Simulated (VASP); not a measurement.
Level of theory: PBEsol GGA, VASP's PBE PAW potentials (set 64) (plane waves; VASP).

Input for VASP

### INCAR
```
ALGO = Normal
EDIFF = 1E-7
ENCUT = 400
GGA = PS
ISIF = 2
ISMEAR = -5
LASPH = .TRUE.
LCHARG = .TRUE.
LMAXMIX = 6
LORBIT = 11
LREAL = .FALSE.
LWAVE = .FALSE.
NEDOS = 601
NELM = 100
PREC = Accurate
SYSTEM = AuAl2
```

### KPOINTS
```
Automatic mesh
0
Gamma
12 12 12
0 0 0
```

File POSCAR:
```
AuAl2
1
    0.0000000000     3.0000000000     3.0000000000
    3.0000000000     0.0000000000     3.0000000000
    3.0000000000     3.0000000000     0.0000000000
Al Au
2 1
Direct
  0.2500000000   0.2500000000   0.2500000000
  0.7500000000   0.7500000000   0.7500000000
  0.0000000000   0.0000000000   0.0000000000
```

POTCAR, in this order: Al Au (PBE.64 set). Program: vasp_std.

The resulting files:

File OUTCAR:
```
 ion  position               nearest neighbor table
   1  0.250  0.250  0.250-   3 2.60   3 2.60   3 2.60   3 2.60   2 3.00   2 3.00   2 3.00   2 3.00
                             2 3.00   2 3.00
   2  0.750  0.750  0.750-   3 2.60   3 2.60   3 2.60   3 2.60   1 3.00   1 3.00   1 3.00   1 3.00
                             1 3.00   1 3.00
   3  0.000  0.000  0.000-   2 2.60   2 2.60   2 2.60   1 2.60   2 2.60   1 2.60   1 2.60   1 2.60
  LATTYP: Found a face centered cubic cell.
 ALAT       =     6.0000000000
 Subroutine PRICEL returns:
 Original cell was already a primitive cell.
 Subroutine GETGRP returns: Found 48 space group operations
The static configuration has the point symmetry O_h .
The dynamic configuration has the point symmetry O_h .
 Subroutine INISYM returns: Found 48 space group operations
 Subroutine IBZKPT returns following result:
 Found     72 irreducible k-points:

 Following reciprocal coordinates:
            Coordinates               Weight
  0.000000  0.000000  0.000000      1.000000
  0.083333  0.000000  0.000000      8.000000
  0.166667  0.000000  0.000000      8.000000
  0.250000  0.000000  0.000000      8.000000
  0.333333  0.000000  0.000000      8.000000
  0.416667  0.000000  0.000000      8.000000
  0.500000  0.000000  0.000000      4.000000
  0.083333  0.083333  0.000000      6.000000
  0.166667  0.083333  0.000000     24.000000
  0.250000  0.083333  0.000000     24.000000
  0.333333  0.083333  0.000000     24.000000
  0.416667  0.083333  0.000000     24.000000
  0.500000  0.083333  0.000000     24.000000
 -0.416667  0.083333  0.000000     24.000000
 -0.333333  0.083333  0.000000     24.000000
 -0.250000  0.083333  0.000000     24.000000
 -0.166667  0.083333  0.000000     24.000000
 -0.083333  0.083333  0.000000     12.000000
  0.166667  0.166667  0.000000      6.000000
  0.250000  0.166667  0.000000     24.000000
  0.333333  0.166667  0.000000     24.000000
  0.416667  0.166667  0.000000     24.000000
  0.500000  0.166667  0.000000     24.000000
 -0.416667  0.166667  0.000000     24.000000
 -0.333333  0.166667  0.000000     24.000000
 -0.250000  0.166667  0.000000     24.000000
 -0.166667  0.166667  0.000000     12.000000
  0.250000  0.250000  0.000000      6.000000
  0.333333  0.250000  0.000000     24.000000
  0.416667  0.250000  0.000000     24.000000
  0.500000  0.250000  0.000000     24.000000
 -0.416667  0.250000  0.000000     24.000000
 -0.333333  0.250000  0.000000     24.000000
 -0.250000  0.250000  0.000000     12.000000
  0.333333  0.333333  0.000000      6.000000
  0.416667  0.333333  0.000000     24.000000
  0.500000  0.333333  0.000000     24.000000
 -0.416667  0.333333  0.000000     24.000000
 -0.333333  0.333333  0.000000     12.000000
  0.416667  0.416667  0.000000      6.000000
   k-points           NKPTS =     72   k-points in BZ     NKDIM =     72   number of bands    NBANDS=     12
   number of dos      NEDOS =    601   number of ions     NIONS =      3
   total plane-waves  NPLWV =  21952
   dimension x,y,z NGX =    28 NGY =   28 NGZ =   28
   dimension x,y,z NGXF=    56 NGYF=   56 NGZF=   56
   ions per type =               2   1
   PREC   = accura    normal or accurate (medium, high low for compatibility)
   ISTART =      0    job   : 0-new  1-cont  2-samecut
   ICHARG =      2    charge: 1-file 2-atom 10-const
   ISPIN  =      1    spin polarized calculation?
   LNONCOLLINEAR =      F non collinear calculations
   LSORBIT =      F    spin-orbit coupling
   INIWAV =      1    electr: 0-lowe 1-rand  2-diag
   ENCUT  =  400.0 eV  29.40 Ry    5.42 a.u.   6.92  6.92  6.92*2*pi/ulx,y,z
   NELM   =    100;   NELMIN=  2; NELMDL= -5     # of ELM steps
   EDIFF  = 0.1E-06   stopping-criterion for ELM
...
```

### OSZICAR
```
       N       E                     dE             d eps       ncg     rms          rms(c)
DAV:   1     0.464328325296E+02    0.46433E+02   -0.61472E+03  1832   0.941E+02
DAV:   2    -0.133851695740E+02   -0.59818E+02   -0.55646E+02  2044   0.178E+02
DAV:   3    -0.148517126498E+02   -0.14665E+01   -0.14510E+01  2184   0.275E+01
DAV:   4    -0.148636312979E+02   -0.11919E-01   -0.11888E-01  2000   0.281E+00
DAV:   5    -0.148638033647E+02   -0.17207E-03   -0.17196E-03  2168   0.365E-01    0.936E+00
DAV:   6    -0.135983766089E+02    0.12654E+01   -0.69446E+00  1972   0.294E+01    0.397E+00
DAV:   7    -0.135125813688E+02    0.85795E-01   -0.31913E-01  1844   0.657E+00    0.180E+00
DAV:   8    -0.134773541014E+02    0.35227E-01   -0.28269E-02  2016   0.122E+00    0.422E-01
DAV:   9    -0.134756236105E+02    0.17305E-02   -0.38335E-03  2044   0.726E-01    0.201E-01
DAV:  10    -0.134756856565E+02   -0.62046E-04   -0.17153E-04  1944   0.118E-01    0.385E-02
DAV:  11    -0.134756787987E+02    0.68578E-05   -0.86860E-06  2104   0.258E-02    0.131E-02
DAV:  12    -0.134756786260E+02    0.17265E-06   -0.93538E-07  1916   0.801E-03    0.270E-03
DAV:  13    -0.134756784809E+02    0.14516E-06   -0.13339E-07  1344   0.384E-03    0.471E-04
DAV:  14    -0.134756784999E+02   -0.19013E-07   -0.10058E-08  1076   0.104E-03
   1 F= -.13475678E+02 E0= -.13475678E+02  d E =0.000000E+00
```

OUTCAR:
```
------------------------ aborting loop because EDIFF is reached ----------------------------------------
  FORCE on cell =-STRESS in cart. coord.  units (eV):
  Direction    XX          YY          ZZ          XY          YZ          ZX
  --------------------------------------------------------------------------------------
  Total       -0.0262697     -0.0262697     -0.0262697      0.0000000     -0.0000000      0.0000000
  in kB       -0.7794207     -0.7794207     -0.7794207      0.0000000     -0.0000000      0.0000000
  external PRESSURE =      -0.7794207 kB  Pullay stress =       0.0000000 kB
  volume of cell :       54.00
      direct lattice vectors                 reciprocal lattice vectors
     0.000000000  3.000000000  3.000000000    -0.166666667  0.166666667  0.166666667
     3.000000000  0.000000000  3.000000000     0.166666667 -0.166666667  0.166666667
     3.000000000  3.000000000  0.000000000     0.166666667  0.166666667 -0.166666667
 POSITION                                       TOTAL-FORCE (eV/Angst)
 -----------------------------------------------------------------------------------
      1.50000      1.50000      1.50000        -0.000000     -0.000000     -0.000000
      4.50000      4.50000      4.50000         0.000000      0.000000      0.000000
      0.00000      0.00000      0.00000        -0.000000     -0.000000     -0.000000
 -----------------------------------------------------------------------------------
    total drift:                               -0.000000     -0.000000      0.000000
  FREE ENERGIE OF THE ION-ELECTRON SYSTEM (eV)
  ---------------------------------------------------
  free  energy   TOTEN  =       -13.4756784999 eV

  energy  without entropy=      -13.4756784999  energy(sigma->0) =      -13.47567850

 total charge

# of ion       s       p       d       tot
------------------------------------------
    1        0.393   0.358   0.000   0.750
    2        0.393   0.358   0.000   0.750
    3        0.754   0.698   8.544   9.996
--------------------------------------------------
tot          1.539   1.413   8.544  11.496
```
(Selected blocks of OUTCAR.)

For a metal the tetrahedron method with Blöchl corrections gives inexact stress and forces.

The compound is AuAl2 in the fluorite structure. The cell was not relaxed at this level. The electron count is odd and the run is not spin-polarised, which forces a metal.
